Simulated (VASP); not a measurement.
Method: PBE GGA, VASP's PBE PAW potentials (set 64) (plane waves; VASP).

Input for VASP

KPOINTS:
```
Automatic mesh
0
Gamma
11 11 9
0 0 0
```

### POSCAR
```
ZrB2
1.0
  1.5497355872  -2.6842213294   0.0000000000
  1.5497355872   2.6842213294   0.0000000000
  0.0000000000   0.0000000000   3.4491241810
Zr B
1 2
Cart
  0.0000000000   0.0000000000   0.0000000000
  1.5497355872   0.8947422326   1.7245620905
  1.5497355872  -0.8947422326   1.7245620905
```

INCAR:
```
SYSTEM = ZrB2
PREC = Accurate
ENCUT = 620
EDIFF = 1E-6
NELM = 100
ALGO = Normal
LREAL = .FALSE.
LASPH = .TRUE.
ISMEAR = 1
SIGMA = 0.1
GGA = PE
LMAXMIX = 4
LWAVE = .FALSE.
LCHARG = .FALSE.
IBRION = 2
ISIF = 3
NSW = 40
EDIFFG = -0.02
PSTRESS = 300
```

POTCAR, in this order: Zr_sv B (PBE.64 set). Program: vasp_std.

The run wrote:

**OSZICAR**
```
       N       E                     dE             d eps       ncg     rms          rms(c)
DAV:   1     0.128860664434E+03    0.12886E+03   -0.11011E+04  2080   0.159E+03
DAV:   2    -0.208449862390E+02   -0.14971E+03   -0.14383E+03  2420   0.367E+02
DAV:   3    -0.274705027790E+02   -0.66255E+01   -0.64769E+01  3224   0.670E+01
DAV:   4    -0.276341825784E+02   -0.16368E+00   -0.16361E+00  2691   0.971E+00
DAV:   5    -0.276381847736E+02   -0.40022E-02   -0.40021E-02  3166   0.117E+00    0.252E+01
DAV:   6    -0.249023289180E+02    0.27359E+01   -0.76221E+00  2536   0.207E+01    0.105E+01
DAV:   7    -0.248561679391E+02    0.46161E-01   -0.98995E-01  3156   0.675E+00    0.350E+00
DAV:   8    -0.248590226021E+02   -0.28547E-02   -0.12803E-01  2494   0.344E+00    0.832E-01
DAV:   9    -0.248550942382E+02    0.39284E-02   -0.21814E-02  2549   0.128E+00    0.163E-01
DAV:  10    -0.248550126322E+02    0.81606E-04   -0.94969E-04  2672   0.295E-01    0.467E-02
DAV:  11    -0.248550208047E+02   -0.81725E-05   -0.32036E-05  2811   0.654E-02    0.173E-02
DAV:  12    -0.248550205949E+02    0.20979E-06   -0.35044E-06  2285   0.201E-02
   1 F= -.19481914E+02 E0= -.19481913E+02  d E =-.194819E+02
       N       E                     dE             d eps       ncg     rms          rms(c)
DAV:   1    -0.251172970522E+02   -0.26228E+00   -0.26129E+01  2191   0.588E+01    0.133E+01
DAV:   2    -0.243766502281E+02    0.74065E+00   -0.16929E+00  2225   0.163E+01    0.355E+00
DAV:   3    -0.242996620457E+02    0.76988E-01   -0.83822E-01  3133   0.760E+00    0.174E+00
DAV:   4    -0.243159683210E+02   -0.16306E-01   -0.34188E-02  2453   0.178E+00    0.527E-01
DAV:   5    -0.243256434217E+02   -0.96751E-02   -0.22828E-02  3053   0.105E+00    0.544E-01
DAV:   6    -0.243293535147E+02   -0.37101E-02   -0.39794E-03  3385   0.450E-01    0.152E-01
DAV:   7    -0.243294795462E+02   -0.12603E-03   -0.18323E-04  2546   0.145E-01    0.356E-02
DAV:   8    -0.243294986575E+02   -0.19111E-04   -0.17249E-05  3249   0.455E-02    0.965E-03
DAV:   9    -0.243295004608E+02   -0.18032E-05   -0.45736E-07  1310   0.936E-03    0.461E-03
DAV:  10    -0.243295012286E+02   -0.76780E-06   -0.38694E-07  1140   0.716E-03
   2 F= -.19405713E+02 E0= -.19405674E+02  d E =0.762015E-01
       N       E                     dE             d eps       ncg     rms          rms(c)
DAV:   1    -0.250303288607E+02   -0.70083E+00   -0.10931E+01  2185   0.393E+01    0.855E+00
DAV:   2    -0.247602527442E+02    0.27008E+00   -0.10556E+00  2220   0.124E+01    0.231E+00
DAV:   3    -0.247152362064E+02    0.45017E-01   -0.24930E-01  3109   0.429E+00    0.838E-01
DAV:   4    -0.247206871319E+02   -0.54509E-02   -0.12754E-02  2583   0.939E-01    0.356E-01
DAV:   5    -0.247248283908E+02   -0.41413E-02   -0.10581E-02  3120   0.640E-01    0.300E-01
DAV:   6    -0.247261182312E+02   -0.12898E-02   -0.13815E-03  3456   0.277E-01    0.852E-02
DAV:   7    -0.247261629894E+02   -0.44758E-04   -0.59904E-05  2574   0.797E-02    0.308E-02
DAV:   8    -0.247261692155E+02   -0.62260E-05   -0.90304E-06  3065   0.333E-02    0.866E-03
DAV:   9    -0.247261687793E+02    0.43614E-06   -0.48973E-07  1200   0.963E-03
   3 F= -.19508903E+02 E0= -.19508889E+02  d E =-.269882E-01
       N       E                     dE             d eps       ncg     rms          rms(c)
DAV:   1    -0.247231262146E+02    0.30430E-02   -0.11783E-03  2195   0.398E-01    0.867E-02
DAV:   2    -0.247230930736E+02    0.33141E-04   -0.96781E-05  2270   0.120E-01    0.224E-02
DAV:   3    -0.247230891586E+02    0.39150E-05   -0.29333E-05  3165   0.461E-02    0.966E-03
DAV:   4    -0.247230905179E+02   -0.13593E-05   -0.12492E-06  1427   0.101E-02    0.390E-03
DAV:   5    -0.247230914457E+02   -0.92788E-06   -0.10464E-06  1312   0.723E-03
   4 F= -.19508911E+02 E0= -.19508898E+02  d E =-.269965E-01
```

**OUTCAR**
```
------------------------ aborting loop because EDIFF is reached ----------------------------------------
  FORCE on cell =-STRESS in cart. coord.  units (eV):
  Direction    XX          YY          ZZ          XY          YZ          ZX
  --------------------------------------------------------------------------------------
  Total        5.2438621      5.2438644      5.1572167      0.0000000      0.0000000     -0.0000000
  in kB      301.7077370    301.7078666    296.7225584      0.0000000      0.0000000     -0.0000000
  external PRESSURE =       0.0460540 kB  Pullay stress =     300.0000000 kB
  volume of cell :       27.85
      direct lattice vectors                 reciprocal lattice vectors
     1.534302376 -2.657490240  0.000000000     0.325881005 -0.188147445 -0.000000000
     1.534302376  2.657490240 -0.000000000     0.325881005  0.188147445 -0.000000000
     0.000000000  0.000000000  3.414780291     0.000000000  0.000000000  0.292844609
 POSITION                                       TOTAL-FORCE (eV/Angst)
 -----------------------------------------------------------------------------------
      0.00000      0.00000      3.41478         0.000000     -0.000000      0.000000
      1.53430      0.88583      1.70739         0.000000      0.000000     -0.000000
      1.53430     -0.88583      1.70739        -0.000000     -0.000000      0.000000
 -----------------------------------------------------------------------------------
    total drift:                                0.000000      0.000000      0.000000
  FREE ENERGIE OF THE ION-ELECTRON SYSTEM (eV)
  ---------------------------------------------------
  free  energy   TOTEN  =       -24.7230914457 eV

  energy  without entropy=      -24.7230514619  energy(sigma->0) =      -24.72307812
  enthalpy is  TOTEN    =       -19.5089108399 eV   P V=        5.2141806058

 reached required accuracy - stopping structural energy minimisation
```
(Selected blocks of OUTCAR.)

CONTCAR:
```
ZrB2
   1.00000000000000
     1.5343023759386045   -2.6574902400521077    0.0000000000000000
     1.5343023759386045    2.6574902400521077   -0.0000000000000000
     0.0000000000000000    0.0000000000000000    3.4147802912427601
  Zr              B
     1     2
Direct
     0.0000000000000000    0.0000000000000000    1.0000000000000000
     0.3333330000000032    0.6666669999999968    0.5000000000000000
     0.6666669999999968    0.3333330000000032    0.5000000000000000
```

Energy and stress use the plane-wave basis of the starting cell.

The compound is ZrB2 in the AlB2 type structure. This run relaxes it under an external pressure of 30 GPa. Symmetry was kept, so distortions that lower it aren't found.
